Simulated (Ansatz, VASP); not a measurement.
# P in two plane-wave programs, part 2 of 2

One calculation is typed for both programs; each brings its own data sets. How far apart do they land? The cell is taken from a series of runs on this material, whose earlier steps may have relaxed, scaled, displaced or heated it; both programs get it as it stands.

VASP 6.6.1 and Ansatz 0.2.0.

So far: Starting point; VASP: zone-centre phonons, PBE with D3(BJ).

## Step 3: Ansatz: zone-centre phonons, PBE with D3(BJ)

Level of this step: Ansatz beside VASP: Kohn-Sham DFT, plane waves, PBE with D3(BJ) (Ansatz).

Ansatz runs on its PAW soft_1 files.

The same cell, functional, mesh and smearing now go to Ansatz, which takes its cutoff from its data sets.

Contents of input.yaml:

```yaml
crystal:
  lattice:
    - [1.6777907303, -5.1492728004, 0.0]
    - [1.6777907303, 5.1492728004, 0.0]
    - [0.0, 0.0, 4.1248620417]
  atoms:
    - { symbol: P, position: [0.8944624043, 0.1055375957, 0.070891962] }
    - { symbol: P, position: [0.6055375957, 0.3944624043, 0.570891962] }
    - { symbol: P, position: [0.1055375957, 0.8944624043, 0.929108038] }
    - { symbol: P, position: [0.3944624043, 0.6055375957, 0.429108038] }
kpoints:
  mp_grid: { grid: [16, 16, 12] }
hamiltonian:
  xc: pbe
  dispersion: d3bj
  pseudopotentials: { kind: paw, azcp: { folder: soft_1 } }
scf:
  occupations: { method: methfessel_paxton, width: 0.2 }
output:
  eigenvalues: true
phonons:
  method: dfpt
```

Launch:

```sh
ansatz run input.yaml --threads 8 --pin off --max-ram 16384MiB --backend cpu --events-out ev --progress --plain --runs-dir out
```

Numbers of over 12 decimals in the logs are rounded to 6 here.

The program printed:

```text
zone centre: on kpoints.mp_grid the ground state, and the responses unless they are solved on pairs of k-points, stand on 826 of the mesh's 3072 k-points, reduced under 2 symmetry operations, with k and −k counted as one. Each operation leaves every solved displacement unchanged or reverses it
Engine: ansatz 0.2.0, aarch64-unknown-linux-gnu
Pseudopotentials: kind: paw
Pseudopotential: P, paw, valence charge 5, recommended cutoff 420 eV (normal), soft_1/P.paw.azcp
Functional definition: PBE
  parameter kappa = 0.804
  parameter beta = 0.066725
  exchange = pbe_x(kappa = kappa, mu = beta*pi^2/3)
  correlation = pbe_c(beta = beta)
Crystal: 4 atoms, lattice volume = 71.273 Å³
Basis set: ecut = 420 eV, 1393 PW (Γ), exchange–correlation on 80×80×60 points (8 copies of the dense FFT grid, shifted against one another)
Bands: 14, of which v1, the nominal top of the filled ones, is band 10 counted from 1 (9 counted from 0)
Symmetry: 8 space group operations
k-points: 826 of 3072 (irreducible under 2 space group operations, time reversal used)
Non-local potential: P, projectors of the file, l = 0: 2, l = 1: 2, l = 2: 1
PAW form: soft (Blöchl's): semilocal exchange-correlation on the pseudo side does not see the compensation charge
PAW one-centre angular grid: P, 110 points (default); XC on 64 Gauss nodes
Initial density: superposition of atomic densities (chi_scale 0.1, normalization cell)
Initial wavefunctions: pseudopotential atomic-orbital guess
Functional: x = pbe(κ = 0.804, μ = 0.219515), c = pbe(β = 0.066725)
SCF iter   1: F=—  HF=-3024.286677 eV  |F-HF|=—  |Δ(HF+E_count)|=         —  Δρ=3.91e-2  dr2=6.89e-1  ethr=3.10e-3  ⟨swp⟩=7.5  Hψ=193662  notcnv=0
automatic band count: the SCF goes on with 18 bands, as 14 were too few: they end inside the smearing window of the response
preconditioner: auto → Kerker (q_TF=auto, 2.208 Å⁻¹)  [metal: Δε(μ)=0.052 eV  Ē_g=10.712 eV  σ=0.200 eV  W_gap=0.22  n_scr=12 (ndim 8)  ℏωp=19.7 eV  f_vac=0.000  D(μ)=0.08/eV (n_scr^D=0)]
SCF iter   2: F=—  HF=-3024.201342 eV  |F-HF|=—  |Δ(HF+E_count)|=   8.53e-2  S|Δr|=    0.00e0  Δρ=2.36e-2  dr2=2.68e-1  ethr=3.10e-3  ⟨swp⟩=1.0  Hψ=21509  notcnv=0  defer=1
SCF iter   3: F=—  HF=-3024.149547 eV  |F-HF|=—  |Δ(HF+E_count)|=   5.18e-2  S|Δr|=    0.00e0  Δρ=1.80e-3  dr2=1.69e-3  ethr=1.34e-3  ⟨swp⟩=1.2  Hψ=14182  notcnv=0  defer=1
SCF iter   4: F=—  HF=-3024.152156 eV  |F-HF|=—  |Δ(HF+E_count)|=   2.61e-3  S|Δr|=    0.00e0  Δρ=6.91e-4  dr2=2.27e-4  ethr=8.47e-6  ⟨swp⟩=2.8  Hψ=23199  notcnv=0  defer=1
SCF iter   5: F=—  HF=-3024.152354 eV  |F-HF|=—  |Δ(HF+E_count)|=   1.98e-4  S|Δr|=    0.00e0  Δρ=1.37e-4  dr2=1.60e-5  ethr=1.14e-6  ⟨swp⟩=2.5  Hψ=22150  notcnv=0  defer=1
SCF iter   6: F=—  HF=-3024.152355 eV  |F-HF|=—  |Δ(HF+E_count)|=   1.49e-6  S|Δr|=    0.00e0  Δρ=3.84e-5  dr2=1.14e-6  ethr=8.02e-8  ⟨swp⟩=2.4  Hψ=21552  notcnv=0  defer=1
SCF iter   7: F=—  HF=-3024.152355 eV  |F-HF|=—  |Δ(HF+E_count)|=   1.24e-7  S|Δr|=    0.00e0  Δρ=4.57e-6  dr2=2.51e-8  ethr=5.71e-9  ⟨swp⟩=3.0  Hψ=23031  notcnv=0  defer=1
SCF iter   8: F=—  HF=-3024.152355 eV  |F-HF|=—  |Δ(HF+E_count)|=  5.85e-10  S|Δr|=    0.00e0  Δρ=1.15e-6  dr2=1.95e-9  ethr=1.26e-10  ⟨swp⟩=2.4  Hψ=19536  notcnv=0  defer=1
SCF iter   9: F=—  HF=-3024.152355 eV  |F-HF|=—  |Δ(HF+E_count)|=  2.37e-10  S|Δr|=    0.00e0  Δρ=2.33e-7  dr2=7.54e-11  ethr=9.74e-12  ⟨swp⟩=2.6  Hψ=20759  notcnv=0  defer=1
SCF iter  10: F=-3024.152355 eV  HF=-3024.152355 eV  |F-HF|=3.64e-12  |Δ(HF+E_count)|=  1.36e-12  S|Δr|=    0.00e0  Δρ=5.45e-8  dr2=5.95e-12  ethr=1.00e-12  ⟨swp⟩=14.0  Hψ=99227  notcnv=0
SCF 1 converged in 10 iterations: F = -3024.152355 eV  dr2 = 5.95e-12
  greatest PAW one-centre occupation: 0.809 electrons in one spin orbital (limit 2), on the P atom at site 3 (counted from 0), in its partial waves of l = 0
DFPT response loops at Γ: preconditioner auto → Kerker (q_TF=auto, 2.208 Å⁻¹) (partly filled bands, converged f_vac=0.000); β = 1.00, the filter's whole step (`scf.mixing.beta` (0.50) is not read by the response loops under this deck's `scf.mixing.preconditioner`; to damp them name `kerker` or `kerker_dos`, under which they read `scf.mixing.beta`, and type it under 1.00, their step now; both keys bind the ground state too); Broyden in place of MSR1
SCF converged after 10 iterations
Stability not checked: this state was not tested for a lower state beside it, because cold or Methfessel-Paxton smearing, or corrected tetrahedra, fill the levels in a way that the test cannot read (fill_not_monotonic; see scf.lower_state_search)
Free energy (F): -3024.152355 eV
Harris-Foulkes:  -3024.152355 eV  (|F-HF|=3.64e-12)
Internal energy: -3024.153607 eV  (E = F + TS)
E sigma→0 (E₀):  -3024.152668 eV
Entropy (-TS):   0.001252 eV (0.313 meV/atom)
Fermi energy:    8.402041 eV
Step filling:    the computed levels leave a gap of 0.0150 eV = 0.1 smearing widths at the electron count; against every level under it full and every level over it empty, smearing changes F+E_penalty+E_count by +0.261 meV and its σ→0 estimate by -0.052 meV
--- Per-component energies (eV) ---
  E_band       = 32.611880
  E_kinetic    = 274.428615
  E_local      = -217.234688  (includes V_loc(G=0)·N_el)
  E_nonlocal   = 130.274710
  E_hartree    = 59.823487
  E_xc         = -291.253894
  E_vxc        = -243.736708  (∫ρ·V_xc dr)
  E_paw        = -2232.584537  (= ΣΔE_a)
  E_vpaw       = -30.767039  (= ΣTr[D̂ρ^β])
  E_aug_tail   = -0.000001  (compensation charges beyond the density's cutoff)
  E_ewald      = -746.031148
  E_disp       = -1.576151  (pairwise vdW)
  E_smearing   = 0.001252  (= −TS)
  E_closure    = -0.000000  (closes the sum)
  Σ components = -3024.152355   (vs F -3024.152355, Δ=0.00e0)
--- Band table (eV; the first three rows and the last of 826) ---
  k-point 0: bands = [... 6 lower, 4.1633, 5.5862, 5.6283, 7.1529, 9.5007, 9.5356, 10.1937, 11.8033, ... 4 higher]
  k-point 1: bands = [... 6 lower, 4.1961, 5.6327, 6.0697, 6.8722, 9.3934, 9.9976, 10.1615, 11.6033, ... 4 higher]
  k-point 2: bands = [... 6 lower, 4.3041, 5.6383, 6.2682, 6.8859, 9.5384, 10.0247, 10.6752, 11.1626, ... 4 higher]
  k-point 825: bands = [... 6 lower, 5.9176, 5.9176, 7.1426, 7.1426, 9.6397, 9.6397, 11.0073, 11.0073, ... 4 higher]
--- Phonons (Γ-DFPT): 3 representative perturbations + reference, on 826 of 3072 k-points (Σ response iterations 9) ---
  k mesh reduced under 2 symmetry operations, with k and −k counted as one. Each operation leaves every solved displacement unchanged or reverses it
  ASR residual: 4.751e-6 → 0.000e0 eV/Å²; symmetrization residual: 1.020e-6 eV/Å²
  pairwise dispersion correction: d3bj (s6 = 1.0, s8 = 0.7875, a1 = 0.4289, a2_bohr = 4.4407), with the weights of each atom's references fixed at the reference crystal's, and the forces and stress that the weights' published response gives there kept as a pressure on the atom's counted neighbours (hamiltonian.dispersion)
  ASR residual per site (eV/Å²): 4.75e-6 4.75e-6 4.75e-6 4.75e-6
  Γ frequencies (cm⁻¹): 0.00 0.00 0.00 75.08 182.18 214.71 363.73 399.40 408.54 412.02 441.07 455.43
  non-analytic LO–TO correction: not included (Born effective charges unavailable; polar crystals: no LO–TO splitting at Γ)
```

## Step 4: Comparison

Known differences besides the potentials themselves: the cutoff is 420 eV in Ansatz and 500 eV in VASP; Ansatz takes the dispersion share of the force constants at frozen C6 weights, VASP differentiates the full forces; VASP uses finite displacements, Ansatz perturbation theory. Total energies have different zeros and are not compared.

Compared:

```
             quantity  Ansatz   VASP  difference
optical mode 1 (cm⁻¹)    75.1   78.2     -4.00 %
optical mode 2 (cm⁻¹)   182.2  183.6     -0.75 %
optical mode 3 (cm⁻¹)   214.7  215.3     -0.29 %
optical mode 4 (cm⁻¹)   363.7  362.6     +0.32 %
optical mode 5 (cm⁻¹)   399.4  399.4     -0.01 %
optical mode 6 (cm⁻¹)   408.5  406.6     +0.47 %
optical mode 7 (cm⁻¹)   412.0  410.5     +0.37 %
optical mode 8 (cm⁻¹)   441.1  439.2     +0.42 %
optical mode 9 (cm⁻¹)   455.4  454.4     +0.23 %
```

Modes are paired by rising frequency, not by their patterns, so a pair may set unlike modes beside each other; they are those without the splitting of longitudinal modes.

## Step 5: What came out

- r.m.s. difference of the optical zone-centre modes, each program's sorted by frequency (zone-centre phonons, PBE with D3(BJ)): 1.6 cm⁻¹
- difference in optical mode 1 (zone-centre phonons, PBE with D3(BJ)): -4.0 %

What this shows: The r.m.s. difference of the optical zone-centre modes, each program's sorted by frequency is 1.6 cm⁻¹ (zone-centre phonons, PBE with D3(BJ)). Among the rows given in per cent, the largest difference of the zone-centre phonons, PBE with D3(BJ) pair is in optical mode 1, -4.0 %. How closely two codes agree says nothing of how well the functional describes the real material.

[Lines on the potential files, build, host, timing and source positions are cut from VASP's logs without a mark.]

[Logs are printed without paths, hosts, clocks, repeated set-up lines and the standing remarks that a program may print on its own settings, such as how far it seeks lower states.]

[Hosts, paths, dates, database ids (printed as entryN), source tags and the programs' standing remarks are cut or masked in the printed files.]
